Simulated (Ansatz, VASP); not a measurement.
# AlN: VASP beside Ansatz, part 2 of 2

One calculation is typed for both programs; each brings its own data sets. How far apart do they land? The structure shown is the end of the Ansatz relaxation below.

VASP 6.6.1 and Ansatz 0.2.0.

So far. Step 3 (VASP: single point, r2SCAN, pair 1): The run ends at a pressure of 2.92 GPa, with forces up to 0.0021 eV/Å.

**4. Comparison**

Known differences besides the potentials themselves: VASP keeps PBE cores, Ansatz makes them for the functional; fixed occupations in Ansatz, narrow Gaussian smearing in VASP; the cutoff is 500 eV in Ansatz and 660 eV in VASP; Ansatz's pressure holds a Pulay correction, VASP's none. Total energies have different zeros and are not compared.

Both answers:

| quantity | Ansatz | VASP | difference |
| --- | --- | --- | --- |
| pressure (GPa) | 3.27 | 2.92 | +0.35 |
| gap on the k mesh (eV) | 5.013 | 5.053 | -0.041 |

At this near-relaxed geometry the largest component of a force difference is 2 meV/Å. A gap on the mesh is an upper bound, since the band edges may lie between its points.

**5. Ansatz: relaxation, r2SCAN**

This run makes the geometry at which the two programs are then compared. The cell compared in this pair holds 42.24 Å³, against 40.99 Å³ for the pair before.

The structure compared here is the end of the Ansatz relaxation.

Contents of input.yaml:

```yaml
crystal:
  lattice:
    - [3.1221593024, 0.0, 0.0]
    - [-1.5610796512, 2.7038692706, 0.0]
    - [0.0, 0.0, 5.0032905478]
  atoms:
    - { symbol: Al, position: [0.3333333333, 0.6666666667, -0.0008009709] }
    - { symbol: Al, position: [0.6666666667, 0.3333333333, 0.4991990291] }
    - { symbol: "N", position: [0.3333333333, 0.6666666667, 0.3808009709] }
    - { symbol: "N", position: [0.6666666667, 0.3333333333, 0.8808009709] }
kpoints:
  mp_grid: { grid: [9, 9, 4] }
hamiltonian:
  xc: r2scan
scf:
  occupations: { method: fixed }
output:
  forces: true
  stress: true
  eigenvalues: true
relax:
  adjacent_minimum: "off"
  f_tol: 0.001
  max_steps: 60
  cell: { stress_tol: 0.01, fix: [volume] }
```

Launch:

```bash
> ansatz run input.yaml --threads 4 --pin off --max-ram 7168MiB --backend cpu --events-out ev --progress --plain --runs-dir out
```

Numbers of over 12 decimals in the logs are rounded to 6 here.

What it wrote:

```text
[...]
Crystal: 4 atoms, lattice volume = 42.237 Å³
Basis set: ecut = 500 eV, 1087 PW (Γ), exchange–correlation on 96×96×160 points (64 copies of the dense FFT grid, shifted against one another)
Bands: 12, of which v1, the nominal top of the filled ones, is band 8 counted from 1 (7 counted from 0)
Symmetry: 12 space group operations
[...]
k-points: 36 of 324 (time reversal used)
[...]
--- Relaxed structure (4 steps of the walk, 4 accepted, 1 SCFs on fresh bases) ---
[...]
cell:  # Å, volume = 42.2373 Å³
    - [3.121225, 0, 0]
    - [-1.560613, 2.703060, 0]
    - [0, 0, 5.006286]
  atoms:
    - { symbol: Al, position: [0.333333, 0.666667, -0.000680334] }
    - { symbol: Al, position: [0.666667, 0.333333, 0.499320] }
    - { symbol: N, position: [0.333333, 0.666667, 0.380680] }
    - { symbol: N, position: [0.666667, 0.333333, 0.880680] }
[key lines of the parts left out:]
SCF converged after 3 iterations
Free energy (F): -1856.964396 eV
Fermi energy:    6.765471 eV
P = ⅓ Tr σ = -3.0372 GPa (-30.372 kbar)
```

**6. VASP: single point, r2SCAN, pair 2**

The same cell, functional and mesh now go to VASP, with its own data sets.

Contents of INCAR:

```
SYSTEM = AlN
PREC = Accurate
ENCUT = 660
EDIFF = 1E-06
NELM = 120
ISMEAR = 0
SIGMA = 0.01
LREAL = .FALSE.
ALGO = Normal
METAGGA = R2SCAN
LASPH = .TRUE.
NBANDS = 14
LORBIT = 11
LWAVE = .FALSE.
LCHARG = .FALSE.
ISIF = 2
GGA_COMPAT = .FALSE.
EFERMI = MIDGAP
LMIXTAU = .TRUE.
KPAR = 2
```

Contents of POSCAR:

```
AlN
1.0
    3.1212250966      0.0000000000      0.0000000000
   -1.5606125483      2.7030602246      0.0000000000
    0.0000000000      0.0000000000      5.0062860399
Al N
2 2
Direct
    0.3333333334      0.6666666668      0.9993196665
    0.6666666668      0.3333333334      0.4993196665
    0.3333333334      0.6666666668      0.3806803335
    0.6666666668      0.3333333334      0.8806803335
```

Contents of KPOINTS:

```
Automatic mesh
0
Gamma
9 9 4
0 0 0
```

The projector-augmented-wave data sets are Al and N (PBE family, release 64).

Launch:

```bash
> mpirun -np 2 vasp_std
```

What it wrote:

```text
[banner, memory and clock lines left out]
running    2 mpi-ranks, on    1 nodes
[...]
[... a notice as in an earlier step ...]

 LDA part: xc-table for (None), standard interpolation
 POSCAR, INCAR and KPOINTS ok, starting setup
[...]
entering main loop
       N       E                     dE             d eps       ncg     rms          rms(c)
DAV:   1     0.505237833564E+02    0.50524E+02   -0.88198E+03  1008   0.128E+03
DAV:   2    -0.418220856362E+02   -0.92346E+02   -0.83826E+02  1400   0.255E+02
DAV:   3    -0.470331630980E+02   -0.52111E+01   -0.51774E+01  1362   0.639E+01
DAV:   4    -0.470791709147E+02   -0.46008E-01   -0.46000E-01  1164   0.676E+00
[...]
DAV:  21    -0.384474656187E+02    0.22118E-05   -0.19423E-07   618   0.382E-03    0.178E-03
DAV:  22    -0.384474666860E+02   -0.10673E-05   -0.73452E-08   600   0.324E-03    0.206E-04
DAV:  23    -0.384474665290E+02    0.15705E-06   -0.13459E-08   558   0.122E-03
   1 F= -.38447467E+02 E0= -.38447467E+02  d E =0.000000E+00
```

OUTCAR, selected parts (step 6):

```text
  Total       -0.8963609     -0.8963609     -0.8981141      0.0000000      0.0000000     -0.0000000
  in kB      -34.0014170    -34.0014170    -34.0679207      0.0000000      0.0000000     -0.0000000
  external PRESSURE =     -34.0235849 kB  Pullay stress =       0.0000000 kB

 POSITION                                       TOTAL-FORCE (eV/Angst)
 -----------------------------------------------------------------------------------
      0.00000      1.80204      5.00288         0.000000      0.000000      0.002748
      1.56061      0.90102      2.49974        -0.000000      0.000000      0.002748
      0.00000      1.80204      1.90579        -0.000000      0.000000     -0.002748
      1.56061      0.90102      4.40894         0.000000     -0.000000     -0.002748
 -----------------------------------------------------------------------------------
    total drift:                               -0.000000     -0.000000      0.017292

  FREE ENERGIE OF THE ION-ELECTRON SYSTEM (eV)
  ---------------------------------------------------
  free  energy   TOTEN  =       -38.4474665290 eV

  energy  without entropy=      -38.4474665290  energy(sigma->0) =      -38.44746653

[... 1 part as in an earlier step ...]

[... 2 further parts left out ...]
[key lines of the parts left out:]
E-fermi :   8.1643
```

The run ends at a pressure of -3.40 GPa, with forces up to 0.0027 eV/Å.

**7. Comparison**

The two programs side by side:

| quantity | Ansatz | VASP | difference |
| --- | --- | --- | --- |
| pressure (GPa) | -3.04 | -3.40 | +0.37 |
| gap on the k mesh (eV) | 4.749 | 4.788 | -0.039 |

At this near-relaxed geometry the largest component of a force difference is 3 meV/Å. A gap on the mesh is an upper bound, since the band edges may lie between its points.

**8. Summary of results**

```yaml
difference_in_gap_on_the_k_mesh_single_point_r2scan_pair_1: -0.041 eV
difference_in_gap_on_the_k_mesh_single_point_r2scan_pair_2: -0.039 eV
```

The difference in gap on the k mesh is -0.041 eV (single point, r2SCAN, pair 1), within the 0.08 eV picked in this series as the mark of a large difference. How closely two codes agree says nothing of how well the functional describes the real material.

[Lines on the potential files, build, host, timing and source positions are cut from VASP's logs without a mark.]

[Logs are printed without paths, hosts, clocks, repeated set-up lines and the standing remarks that a program may print on its own settings, such as how far it seeks lower states.]

[Hosts, paths, dates, database ids (printed as entryN), source tags and the programs' standing remarks are cut or masked in the printed files.]
